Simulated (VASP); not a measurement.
```yaml
crystal:
  lattice:
    - [0.00000, 2.30910, 2.30910]
    - [2.30910, 0.00000, 2.30910]
    - [2.30910, 2.30910, 0.00000]
  atoms:
    - { symbol: Ga, position: [0.00000, 0.00000, 0.00000] }
    - { symbol: N, position: [0.25000, 0.25000, 0.25000] }
```

Method: revPBE GGA, VASP's PBE PAW potentials (set 64) (plane waves; VASP 6.6.1). Settings: 520 eV cut-off, 10×10×10 Γ-centred mesh, Gaussian smearing of 0.050 eV, potentials Ga_d N.

Problem. Predict the energy per atom (σ→0), pressure, band gap (on the k-mesh) with the smallest direct gap where there is one.

Solution. 
| Property | Value |
|---|---|
| band gap (on the k-mesh) | 1.29 eV |
| smallest direct gap (on the k-mesh) | 1.29 eV |
| energy per atom (σ→0) | -5.726 eV/atom |
| pressure | -4.40 GPa |

Total energies compare only between runs with the same potentials, cut-off and functional.

The compound is GaN in the zinc blende structure, a metastable form; wurtzite is the usual one. This cell is one point of a volume scan, at 1.03 of the reference volume.
